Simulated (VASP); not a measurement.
Consider the following.

```xyz
4
Lattice="3.6791 0.0000 0.0000 -1.8395 3.1862 0.0000 0.0000 0.0000 18.7483" Properties=species:S:1:pos:R:3 pbc="T T T"
Pt     1.8395     1.0621     8.1103
Pt     1.8395     1.0621    10.6381
S      0.0000     2.1241     7.0000
S      0.0000     2.1241    11.7483
```

All values below come from PBE GGA, VASP's PBE PAW potentials (set 64) (plane waves; VASP 6.6.1). Settings: 300 eV cut-off, 8×8×1 Γ-centred mesh, Gaussian smearing of 0.14 eV, potentials Pt S.

The cell holds a wide vacuum, so values per volume refer to the whole cell.

Problem. Give the energies of bands 6 to 19 at the high-symmetry points, in eV from the Fermi level.

Solution. 
```json
[
 {"band": "6", "Γ": "-4.99", "M": "-4.78", "K": "-4.87"},
 {"band": "7", "Γ": "-4.99", "M": "-4.63", "K": "-4.43"},
 {"band": "8", "Γ": "-4.89", "M": "-3.90", "K": "-3.96"},
 {"band": "9", "Γ": "-4.54", "M": "-3.72", "K": "-3.73"},
 {"band": "10", "Γ": "-3.44", "M": "-3.60", "K": "-3.48"},
 {"band": "11", "Γ": "-3.44", "M": "-2.62", "K": "-3.25"},
 {"band": "12", "Γ": "-2.28", "M": "-2.06", "K": "-2.91"},
 {"band": "13", "Γ": "-2.28", "M": "-1.72", "K": "-1.86"},
 {"band": "14", "Γ": "0.12", "M": "-1.66", "K": "-1.69"},
 {"band": "15", "Γ": "0.76", "M": "-1.37", "K": "-1.67"},
 {"band": "16", "Γ": "0.93", "M": "-0.75", "K": "-0.37"},
 {"band": "17", "Γ": "0.93", "M": "-0.53", "K": "0.09"},
 {"band": "18", "Γ": "1.51", "M": "0.81", "K": "0.27"},
 {"band": "19", "Γ": "1.51", "M": "0.83", "K": "1.19"}
]
```

It has no gap at this level: it comes out as a metal or semimetal.

The cell is a sheet with vacuum, built from a generated structure.
